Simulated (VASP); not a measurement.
A convergence study with VASP on CaO (rock salt): one setting is varied, all else stays as given below, so the limit is that of these other settings. Each run relaxes cell and ions from the cell shown. The basis is that of the starting cell, so low cut-offs carry a Pulay error.

```
CaO
1.0
    0.00000     2.40500     2.40500
    2.40500     0.00000     2.40500
    2.40500     2.40500     0.00000
Ca O
1 1
Direct
  0.00000   0.00000   0.00000
  0.50000   0.50000   0.50000
```

Calculation: PBEsol GGA, VASP's PBE PAW potentials (set 64) (plane waves; VASP). The tightest run used: 800 eV cut-off, 8×8×8 Γ-centred mesh, Gaussian smearing of 0.050 eV, potentials Ca_sv O.

Gaps are read on the run's mesh, which can miss a band edge.

The settings run are ENCUT = 250; ENCUT = 300; ENCUT = 350; ENCUT = 400; ENCUT = 450; ENCUT = 500; ENCUT = 550; ENCUT = 600; ENCUT = 650; ENCUT = 700; ENCUT = 750; ENCUT = 800. From which on does the relaxed volume stay within 0.1 Å³/atom of the tightest run?

From ENCUT = 450 on: it is off by 0.083 there and by no more than 0.1 in any finer run, while ENCUT = 400 is off by 0.305.
```csv
setting,relaxed volume (Å³/atom),E (eV/atom),gap on the mesh (eV),plane waves,difference judged (Å³/atom)
ENCUT = 250,11.047,-7.4957,3.389,262,2.578
ENCUT = 300,12.064,-6.9567,3.478,342,1.561
ENCUT = 350,12.835,-6.7747,3.500,428,0.790
ENCUT = 400,13.319,-6.7233,3.525,531,0.305
ENCUT = 450,13.542,-6.7086,3.524,620,0.083
ENCUT = 500,13.613,-6.7059,3.525,725,0.011
ENCUT = 550,13.616,-6.7063,3.526,869,0.009
ENCUT = 600,13.607,-6.7073,3.526,950,0.018
ENCUT = 650,13.603,-6.7078,3.526,1058,0.021
ENCUT = 700,13.607,-6.7082,3.528,1211,0.017
ENCUT = 750,13.616,-6.7083,3.528,1316,0.008
ENCUT = 800,13.624,-6.7084,3.529,1459,0.000
```

Left out are rungs that failed or repeat a setting and relaxations that didn't move; long series are thinned to 24 rows.

The compound is CaO in the rock salt structure.
